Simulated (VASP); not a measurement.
```yaml
crystal:
  lattice:
    - [1.51119, -2.61745, 0.00000]
    - [1.51119, 2.61745, 0.00000]
    - [0.00000, 0.00000, 3.19527]
  atoms:
    - { symbol: Ti, position: [0.00000, 0.00000, 0.00000] }
    - { symbol: B, position: [0.33333, 0.66667, 0.50000] }
    - { symbol: B, position: [0.66667, 0.33333, 0.50000] }
```

Level of theory: revTPSS meta-GGA, VASP's PBE PAW potentials (set 64) (plane waves; VASP 6.6.1). Settings: 520 eV cut-off, 13×13×11 Γ-centred mesh, tetrahedra with Blöchl corrections, potentials Ti_sv B.

Task: What does the run give for the energy per atom (σ→0), band gap (over mesh and band path) with the smallest direct gap where there is one?

Result: 
```json
{
 "band gap (over mesh and band path)": "none (metal, semimetal or under 0.01 eV)",
 "energy per atom (σ→0)": "-8.853 eV/atom"
}
```

The absolute energy has meaning only against runs of the same code, potentials and settings.

The compound is TiB2 in the AlB2 type structure. It was relaxed first.
